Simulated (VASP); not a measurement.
The system is C.

```
C
1.0
     2.51000    0.00000    0.00000
    -1.25500    2.17372    0.00000
     0.00000    0.00000    4.16000
C
4
Direct
  0.33333 0.66667 0.06250
  0.66667 0.33333 0.56250
  0.66667 0.33333 0.93750
  0.33333 0.66667 0.43750
```

The cell was built by a generator and needn't be a form met in nature.

- Program: VASP 6.6.1
- Task: relaxation of cell and atoms
- Functional: LDA
- Potentials or basis: VASP PAW LDA potentials, release 64 (C)
- Cutoff: 600 eV
- k mesh: 12 × 12 × 8
- Occupations: gaussian, width 0.01 eV
- Spin: no spin polarisation

At the start: pressure -11.3 GPa; volume 5.67 Å³/atom.

Q: Where does the relaxation end?

A: Over 6 steps the energy falls by 5.5 meV/atom and the volume is 5.53 Å³/atom (-2.5 %); space group P6_3/mmc (No. 194, to 0.05 Å).

The path:
```
step  energy change (eV)  largest force (eV/Å)  pressure (GPa)  volume (Å³)
   1              0.0000                0.0649          -11.28        22.70
   2              0.0152                0.0709           16.18        21.41
   3             -0.0222                0.0027           -0.03        22.13
   4             -0.0222                0.0016            0.20        22.12
   5             -0.0222                0.0032           -0.22        22.14
   6             -0.0222                0.0008            0.00        22.12
```

Final structure:
```yaml
crystal:
  lattice:
    - [2.48463, 0.00000, 0.00000]
    - [-1.24232, 2.15175, 0.00000]
    - [0.00000, 0.00000, 4.13836]
  atoms:
    - { symbol: C, position: [0.33333, 0.66667, 0.06284] }
    - { symbol: C, position: [0.66667, 0.33333, 0.56284] }
    - { symbol: C, position: [0.66667, 0.33333, 0.93716] }
    - { symbol: C, position: [0.33333, 0.66667, 0.43716] }
```
